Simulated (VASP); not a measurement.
Input:

```
TiO2
1.0
    4.73218     0.00000     0.00000
    0.00000     4.73218     0.00000
    0.00000     0.00000     3.02678
Ti O
2 4
Direct
  0.00000   0.00000   0.00000
  0.50000   0.50000   0.50000
  0.30484   0.30484   0.00000
  0.80484   0.19516   0.50000
  0.19516   0.80484   0.50000
  0.69516   0.69516   0.00000
```

The numbers are results of PW91 GGA, VASP's PBE PAW potentials (set 64) (plane waves; VASP), not measurements. Numerical set-up: 520 eV cut-off, 5×5×7 Γ-centred mesh, Gaussian smearing of 0.050 eV, potentials Ti_sv O.

### Question
The ions and cell shape at fixed volume are relaxed. What does this cell relax into?

### Answer

```
TiO2
1.0
    4.75947     0.00000     0.00000
    0.00000     4.75947     0.00000
    0.00000     0.00000     2.99218
Ti O
2 4
Direct
  0.00000   0.00000   0.00000
  0.50000   0.50000   0.50000
  0.30783   0.30783   0.00000
  0.80783   0.19217   0.50000
  0.19217   0.80783   0.50000
  0.69217   0.69217   0.00000
```
Space group P4_2/mnm (136), at a tolerance of 0.03 Å.

### Question
How much energy does the relaxation gain?

### Answer
The energy (σ→0) changes by -3.3 meV/atom, in 3 ionic steps.

The compound is TiO2 in the rutile structure. This cell is one point of a volume scan, at 1.06 of the reference volume. Symmetry was kept, so distortions that lower it aren't found.
